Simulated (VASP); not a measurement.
The system is Sb2Se5.

```
CELL_PARAMETERS angstrom
4.02785 0.00000 0.00000
-2.01392 3.48822 0.00000
0.00000 0.00000 14.97500
ATOMIC_POSITIONS crystal
Sb 0.66667 0.33333 0.87245
Sb 0.33333 0.66667 0.12755
Se 0.00000 0.00000 0.42664
Se 0.00000 0.00000 0.57336
Se 0.33333 0.66667 0.76775
Se 0.66667 0.33333 0.23225
Se 0.00000 0.00000 0.00000
```

The cell was built by a generator and needn't be a form met in nature.

| Property | Result |
| --- | --- |
| Program | VASP 6.6.1 |
| Task | relaxation of cell and atoms |
| Functional | PBE |
| Potentials or basis | VASP PAW PBE potentials, release 64 (Sb, Se) |
| Cutoff | 520 eV |
| k mesh | 8 × 8 × 2 |
| Occupations | gaussian, width 0.1 eV |
| Spin | no spin polarisation |

At the start: pressure -0.2 GPa; volume 30.06 Å³/atom.

Task: How do energy, volume and symmetry change on relaxing?

Result: Over 30 steps the energy falls by 4.5 meV/atom and the volume is 30.77 Å³/atom (+2.4 %); space group P-3m1 (No. 164, to 0.05 Å).

Step by step:
```
step  energy change (eV)  largest force (eV/Å)  pressure (GPa)  volume (Å³)
   1              0.0000                0.1074           -0.17       210.40
   2             -0.0111                0.1851           -0.15       209.43
   3             -0.0166                0.3389           -0.10       208.19
   4             -0.0195                0.1219            0.35       207.12
   5             -0.0201                0.0620            0.22       207.41
   6             -0.0217                0.0623            0.12       208.05
   7             -0.0227                0.0861           -0.04       209.11
   8             -0.0233                0.0521           -0.01       209.09
   9             -0.0234                0.0637            0.02       209.08
  10             -0.0239                0.0713            0.08       209.14
  11             -0.0243                0.0809            0.16       209.22
  12             -0.0245                0.0778            0.15       209.34
  13             -0.0253                0.0680            0.11       209.69
  14             -0.0266                0.0482            0.05       210.38
  15             -0.0282                0.0540           -0.09       211.78
  16             -0.0281                0.1893           -0.34       214.60
  17             -0.0287                0.1184           -0.22       213.13
  18             -0.0291                0.0989           -0.19       213.31
  19             -0.0298                0.0398           -0.13       213.88
  20             -0.0297                0.0858            0.01       215.01
  21             -0.0300                0.0488           -0.06       214.42
  22             -0.0303                0.0407           -0.04       214.42
  23             -0.0307                0.0305            0.02       214.41
  24             -0.0303                0.1061            0.15       214.41
  25             -0.0308                0.0503            0.05       214.41
  26             -0.0310                0.0414            0.05       214.56
  27             -0.0315                0.0150            0.03       215.00
  28             -0.0314                0.0411            0.00       215.88
  29             -0.0316                0.0108            0.01       215.40
  30             -0.0316                0.0099            0.02       215.37
```

Final structure:
```
Sb Se
1.0
     3.97437    0.00000    0.00000
    -1.98718    3.44190    0.00000
     0.00000    0.00000   15.74406
Sb Se
2 5
Cartesian
  1.9872 1.1473 13.8108
  0.0000 2.2946 1.9333
  0.0000 0.0000 6.7767
  0.0000 0.0000 8.9674
  0.0000 2.2946 12.2089
  1.9872 1.1473 3.5352
  0.0000 0.0000 0.0000
```

Caveat: this functional lacks dispersion, which binds the layers, so the pressure and a relaxed spacing across them are unreliable.
